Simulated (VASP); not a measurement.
# MoI (F-43m) in VASP: reference runs

Aim: a first look at MoI with PBE, on the cell as given.

Program: VASP 6.6.1. These are calculated values, not measurements. Logs are shortened: lines on timing, memory, paths and dates and some standing lists are left out, and cuts for length are marked.

**1. The structure**

The structure is cubic, space group F-43m (No. 216). The conventional cell has a = 6.358 Å, b = 6.358 Å, c = 6.358 Å, α = 90.00°, β = 90.00°, γ = 90.00°. Mo (site symmetry -43m) is surrounded by 4 I at 2.75 Å. I (site symmetry -43m) is surrounded by 4 Mo at 2.75 Å.

The cell was built by a generator and needn't be a form met in nature.

**2. Single point, PBE**

INCAR

```
PREC     = Accurate       # precision mode
ENCUT    = 520            # plane-wave cutoff, eV
EDIFF    = 1E-7           # SCF threshold, eV
ISMEAR   = -1             # smearing method
SIGMA    = 0.05           # smearing width, eV
LREAL    = F              # projectors in reciprocal space
LASPH    = T              # aspherical terms in the spheres
NELM     = 80             # most SCF steps
ALGO     = Normal         # electronic algorithm
ISIF     = 2              # what is computed and relaxed
LWAVE    = F              # write WAVECAR
LCHARG   = F              # write CHGCAR
GGA      = PE             # functional
NBANDS   = 18             # bands
```

KPOINTS

```
regular mesh
0
Gamma
  7 7 7
```

POSCAR

```
MoI
1.0
    0.0000000000      3.1788513800      3.1788513800
    3.1788513800      0.0000000000      3.1788513800
    3.1788513800      3.1788513800      0.0000000000
Mo I
1 1
Direct
    0.0000000000      0.0000000000      0.0000000000
    0.7500000000      0.7500000000      0.7500000000
```

Potentials or basis: VASP PAW PBE potentials, release 64 (Mo_sv, I).

Command:

```bash
$ cat potpaw_PBE.64/Mo_sv/POTCAR potpaw_PBE.64/I/POTCAR > POTCAR
$ mpirun -np 1 vasp_std > vasp.out
```

OUTCAR:

```text
PREC = Accurate
   ENCUT = 520
   EDIFF = 1E-7
   ISMEAR = -1
   LREAL = F
   LASPH = T
   NELM = 80
   ISIF = 2
   GGA = PE

 ion  position               nearest neighbor table
   1  0.000  0.000  0.000-   2 2.75   2 2.75   2 2.75   2 2.75
   2  0.750  0.750  0.750-   1 2.75   1 2.75   1 2.75   1 2.75

  LATTYP: Found a face centered cubic cell.
 ALAT       =     6.3577027600

  Lattice vectors:

 A1 = (   0.0000000000,   3.1788513800,   3.1788513800)
 A2 = (   3.1788513800,   0.0000000000,   3.1788513800)
 A3 = (   3.1788513800,   3.1788513800,   0.0000000000)

Analysis of symmetry for initial positions (statically):
=====================================================================
 Subroutine PRICEL returns:
 Original cell was already a primitive cell.

 Routine SETGRP: Setting up the symmetry group for a
 face centered cubic supercell.

 Subroutine GETGRP returns: Found 24 space group operations
 (whereof 24 operations were pure point group operations)
 out of a pool of 48 trial point group operations.

The static configuration has the point symmetry T_d .

Analysis of symmetry for dynamics (positions and initial velocities):
=====================================================================
 Subroutine PRICEL returns:
 Original cell was already a primitive cell.

 Routine SETGRP: Setting up the symmetry group for a
 face centered cubic supercell.

 Subroutine GETGRP returns: Found 24 space group operations
 (whereof 24 operations were pure point group operations)
 out of a pool of 48 trial point group operations.

The dynamic configuration has the point symmetry T_d .

 Subroutine INISYM returns: Found 24 space group operations
 (whereof 24 operations are pure point group operations),
 and found     1 'primitive' translations

----------------------------------------------------------------------------------------

                                     Primitive cell

  volume of cell :      64.2452

  direct lattice vectors                    reciprocal lattice vectors
     0.000000000  3.178851380  3.178851380    -0.157289518  0.157289518  0.157289518
     3.178851380  0.000000000  3.178851380     0.157289518 -0.157289518  0.157289518
     3.178851380  3.178851380  0.000000000     0.157289518  0.157289518 -0.157289518

  length of vectors
     4.495574734  4.495574734  4.495574734     0.272433436  0.272433436  0.272433436

  position of ions in fractional coordinates (direct lattice)
     0.000000000  0.000000000  0.000000000
     0.750000000  0.750000000  0.750000000

  ion indices of the primitive-cell ions
   primitive index   ion index
                 1           1
                 2           2

----------------------------------------------------------------------------------------

 KPOINTS: regular mesh

Automatic generation of k-mesh.
 Grid dimensions read from file:
 generate k-points for:    7    7    7

 Generating k-lattice:

  Cartesian coordinates                     Fractional coordinates (reciprocal lattice)
    -0.022469931  0.022469931  0.022469931     0.142857143  0.000000000  0.000000000
     0.022469931 -0.022469931  0.022469931     0.000000000  0.142857143  0.000000000
     0.022469931  0.022469931 -0.022469931     0.000000000  0.000000000  0.142857143

  Length of vectors
     0.038919062  0.038919062  0.038919062

  Shift w.r.t. Gamma in fractional coordinates (k-lattice)
     0.000000000  0.000000000  0.000000000

 Subroutine IBZKPT returns following result:
 ===========================================

 Found     20 irreducible k-points:

 Following reciprocal coordinates:
            Coordinates               Weight
  0.000000  0.000000  0.000000      1.000000
  0.142857  0.000000  0.000000      8.000000
  0.285714  0.000000  0.000000      8.000000
  0.428571  0.000000  0.000000      8.000000
  0.142857  0.142857  0.000000      6.000000
  0.285714  0.142857  0.000000     24.000000
[... 12 lines left out ...]
 -0.428571  0.428571  0.142857     24.000000
 -0.285714  0.428571  0.142857     24.000000
   k-points           NKPTS =     20   k-points in BZ     NKDIM =     20   number of bands    NBANDS=     18
   number of dos      NEDOS =    301   number of ions     NIONS =      2
   total plane-waves  NPLWV =  46656
   dimension x,y,z NGX =    36 NGY =   36 NGZ =   36
   dimension x,y,z NGXF=    72 NGYF=   72 NGZF=   72
   ions per type =               1   1
   NGX,Y,Z   is equivalent  to a cutoff of  13.31, 13.31, 13.31 a.u.
   NGXF,Y,Z  is equivalent  to a cutoff of  26.63, 26.63, 26.63 a.u.
 SYSTEM =  unknown system
   PREC   = accura    normal or accurate (medium, high low for compatibility)
   ISTART =      0    job   : 0-new  1-cont  2-samecut
   ICHARG =      2    charge: 1-file 2-atom 10-const
   ISPIN  =      1    spin polarized calculation?
   LNONCOLLINEAR =      F non collinear calculations
   LSORBIT =      F    spin-orbit coupling
   LASPH  =      T    aspherical Exc in radial PAW
   ENCUT  =  520.0 eV  38.22 Ry    6.18 a.u.   8.36  8.36  8.36*2*pi/ulx,y,z
   NELM   =     80;   NELMIN=  2; NELMDL= -5     # of ELM steps
   EDIFF  = 0.1E-06   stopping-criterion for ELM
   LREAL  =      F    real-space projection
   EDIFFG = 0.1E-05   stopping-criterion for IOM
   NSW    =      0    number of steps for IOM
   IBRION =     -1    ionic relax: 0-MD 1-quasi-New 2-CG
   NFREE  =      0    steps in history (QN), initial steepest desc. (CG)
   ISIF   =      2    stress and relaxation
   ISYM   =      2    0-nonsym 1-usesym 2-fastsym
   POTIM  = 0.5000    time-step for ionic-motion
   TEBEG  =    0.0;   TEEND  =   0.0 temperature during run
   PSTRESS=    0.0 pullay stress
   NELECT =      21.0000    total number of electrons
   NUPDOWN=      -1.0000    fix difference up-down
   EMIN   =  10.00;   EMAX   =-10.00  energy-range for DOS
   EFERMI =   0.00;   METHOD = LEGACY
   ISMEAR =    -1;   SIGMA  =   0.05  broadening in eV -4-tet -1-fermi 0-gaus
   EFERMI_NEDOS =   21; number of points for ismear=-14 and -15
   IALGO  =     38    algorithm
   IMIX   =      4    mixing-type and parameters
     AMIX     =   0.40;   BMIX     =  1.00
     AMIX_MAG =   1.60;   BMIX_MAG =  1.00
  volume/ion in A,a.u.               =      32.12       216.77
  Fermi-wavevector in a.u.,A,eV,Ry     =   1.127719  2.131081 17.303223  1.271751
  Thomas-Fermi vector in A             =   2.264407
   LORBIT       =      0    0 simple, 1 ext, 2 COOP (PROOUT), +10 PAW based schemes
   GGA     = PE    functional components
   LHFCALC =     F    Hartree Fock is set to
   AEXX    =    0.0000 exact exchange contribution
   IVDW    =     0    specifies the selected vdW correction
   LEPSILON=     F    determine dielectric tensor
   LRPA    =     F    only Hartree local field effects (RPA)
 non-spin polarized calculation
  energy-cutoff  :      520.00
  volume of cell :       64.25
 maximum number of plane-waves:      1759
 NGX is ok and might be reduce to    36
   NGX = 17   NGY = 17   NGZ = 17

 number of electron      21.0000000 magnetization

 Free energy of the ion-electron system (eV)
  ---------------------------------------------------
  ext. energy  EPLUGINS =         0.00000000
  ---------------------------------------------------
  free energy    TOTEN  =        -9.42232625 eV

  energy without entropy =       -9.38397009  energy(sigma->0) =       -9.40314817

 E-fermi :   5.8068     XC(G=0):  -9.1905

 val. band max:        5.7956696161   @ k =  -0.4286   0.4286   0.1429
 cond. band min:       5.8291088128   @ k =   0.4286   0.4286   0.0000
 fundamental gap:      0.0334391966
 Fermi energy:         5.8068173584

 k-point     1 :       0.0000    0.0000    0.0000
  band No.  band energies     occupation
      1     -54.7632      2.00000
      2     -28.9040      2.00000
      3     -28.9040      2.00000
      4     -28.9040      2.00000
      5      -9.0526      2.00000
      6       0.9203      2.00000
[... 10 lines left out ...]
     17      11.0128      0.00000
     18      14.9717      0.00000

 k-point     2 :       0.1429    0.0000    0.0000
  band No.  band energies     occupation
      1     -54.7631      2.00000
      2     -28.9068      2.00000
      3     -28.9044      2.00000
      4     -28.9044      2.00000
      5      -8.9907      2.00000
      6       0.6931      2.00000
[... 10 lines left out ...]
     17      11.2375      0.00000
     18      15.0049      0.00000

 k-point     3 :       0.2857    0.0000    0.0000
  band No.  band energies     occupation
      1     -54.7629      2.00000
      2     -28.9132      2.00000
      3     -28.9053      2.00000
      4     -28.9053      2.00000
      5      -8.8482      2.00000
      6       0.2914      2.00000
[... 10 lines left out ...]
     17      11.7285      0.00000
     18      14.6857      0.00000

 k-point     4 :       0.4286    0.0000    0.0000
  band No.  band energies     occupation
      1     -54.7627      2.00000
      2     -28.9182      2.00000
      3     -28.9061      2.00000
      4     -28.9061      2.00000
      5      -8.7300      2.00000
      6       0.0425      2.00000
[... 10 lines left out ...]
     17      12.0369      0.00000
     18      14.5468      0.00000

 k-point     5 :       0.1429    0.1429    0.0000
  band No.  band energies     occupation
      1     -54.7631      2.00000
      2     -28.9069      2.00000
      3     -28.9049      2.00000
      4     -28.9049      2.00000
      5      -8.9702      2.00000
      6       0.6286      2.00000
[... 10 lines left out ...]
     17      11.5029      0.00000
     18      13.9594      0.00000

 k-point     6 :       0.2857    0.1429    0.0000
  band No.  band energies     occupation
      1     -54.7629      2.00000
      2     -28.9117      2.00000
      3     -28.9059      2.00000
      4     -28.9058      2.00000
      5      -8.8544      2.00000
      6       0.3377      2.00000
[... 10 lines left out ...]
     17      12.0231      0.00000
     18      14.0298      0.00000

 k-point     7 :       0.4286    0.1429    0.0000
  band No.  band energies     occupation
      1     -54.7627      2.00000
      2     -28.9169      2.00000
      3     -28.9071      2.00000
      4     -28.9067      2.00000
      5      -8.7273      2.00000
      6       0.1376      2.00000
[... 10 lines left out ...]
     17      12.2889      0.00000
     18      14.5600      0.00000

 k-point     8 :      -0.4286    0.1429    0.0000
  band No.  band energies     occupation
      1     -54.7627      2.00000
      2     -28.9184      2.00000
      3     -28.9079      2.00000
      4     -28.9065      2.00000
      5      -8.6874      2.00000
      6       0.1143      2.00000
[... 10 lines left out ...]
     17      12.4143      0.00000
     18      14.7121      0.00000
[... 145 lines left out ...]
     17      14.5593      0.00000
     18      14.5663      0.00000

 k-point    16 :      -0.4286    0.4286    0.0000
  band No.  band energies     occupation
      1     -54.7625      2.00000
      2     -28.9191      2.00000
      3     -28.9099      2.00000
      4     -28.9087      2.00000
      5      -8.6010      2.00000
      6      -0.0547      2.00000
[... 10 lines left out ...]
     17      13.6338      0.00000
     18      14.6236      0.00000

 k-point    17 :       0.4286    0.2857    0.1429
  band No.  band energies     occupation
      1     -54.7627      2.00000
      2     -28.9149      2.00000
      3     -28.9082      2.00000
      4     -28.9065      2.00000
      5      -8.7460      2.00000
      6       0.2054      2.00000
[... 10 lines left out ...]
     17      12.7882      0.00000
     18      14.1484      0.00000

 k-point    18 :      -0.4286    0.2857    0.1429
  band No.  band energies     occupation
      1     -54.7626      2.00000
      2     -28.9175      2.00000
      3     -28.9097      2.00000
      4     -28.9074      2.00000
      5      -8.6574      2.00000
      6       0.2394      2.00000
[... 10 lines left out ...]
     17      13.1300      0.00000
     18      14.5838      0.00000

 k-point    19 :      -0.4286    0.4286    0.1429
  band No.  band energies     occupation
      1     -54.7626      2.00000
      2     -28.9182      2.00000
      3     -28.9098      2.00000
      4     -28.9087      2.00000
      5      -8.6187      2.00000
      6       0.0691      2.00000
[... 10 lines left out ...]
     17      13.3861      0.00000
     18      14.9518      0.00000

 k-point    20 :      -0.2857    0.4286    0.1429
  band No.  band energies     occupation
      1     -54.7626      2.00000
      2     -28.9178      2.00000
      3     -28.9110      2.00000
      4     -28.9085      2.00000
      5      -8.6088      2.00000
      6       0.3320      2.00000
[... 10 lines left out ...]
     17      12.7613      0.00000
     18      14.9273      0.00000

------------------------ aborting loop because EDIFF is reached ----------------------------------------

  FORCE on cell =-STRESS in cart. coord.  units (eV):
  Direction    XX          YY          ZZ          XY          YZ          ZX
  --------------------------------------------------------------------------------------
  -------------------------------------------------------------------------------------
  Total       -2.9736709     -2.9736709     -2.9736709      0.0000000      0.0000000      0.0000000
  in kB      -74.1588208    -74.1588208    -74.1588208      0.0000000      0.0000000      0.0000000
  external PRESSURE =     -74.1588208 kB  Pullay stress =       0.0000000 kB

 VOLUME and BASIS-vectors are now :
 -----------------------------------------------------------------------------
  energy-cutoff  :      520.00
  volume of cell :       64.25
      direct lattice vectors                 reciprocal lattice vectors
     0.000000000  3.178851380  3.178851380    -0.157289518  0.157289518  0.157289518
     3.178851380  0.000000000  3.178851380     0.157289518 -0.157289518  0.157289518
     3.178851380  3.178851380  0.000000000     0.157289518  0.157289518 -0.157289518

 POSITION                                       TOTAL-FORCE (eV/Angst)
 -----------------------------------------------------------------------------------
      0.00000      0.00000      0.00000         0.000000     -0.000000      0.000000
      4.76828      4.76828      4.76828        -0.000000      0.000000     -0.000000
 -----------------------------------------------------------------------------------
    total drift:                               -0.000000     -0.000000     -0.000000

  FREE ENERGIE OF THE ION-ELECTRON SYSTEM (eV)
  ---------------------------------------------------
  free  energy   TOTEN  =        -9.4223262500 eV

  energy  without entropy=       -9.3839700913  energy(sigma->0) =       -9.40314817
```

Wall time 10 s (1 thread of Intel Xeon 6975P-C (Granite Rapids), shared host); peak memory 0.2 GiB.

Results:

```
Free energy            : -9.4223 eV
Pressure               : -7.4 GPa
Band gap on the k mesh : none (metal or under the smearing width)
```

Levels at points of the mesh, in eV from the Fermi level:
| k point | band 7 | band 8 | band 9 | band 10 | band 11 | band 12 | band 13 | band 14 |
| --- | --- | --- | --- | --- | --- | --- | --- | --- |
| (0.00, 0.00, 0.00) | -4.89 | -4.89 | -0.43 | -0.43 | 0.47 | 2.49 | 2.49 | 2.49 |

Caveat: an odd number of electrons without spin polarisation forces a metal; a magnetic or distorted state may lie lower.
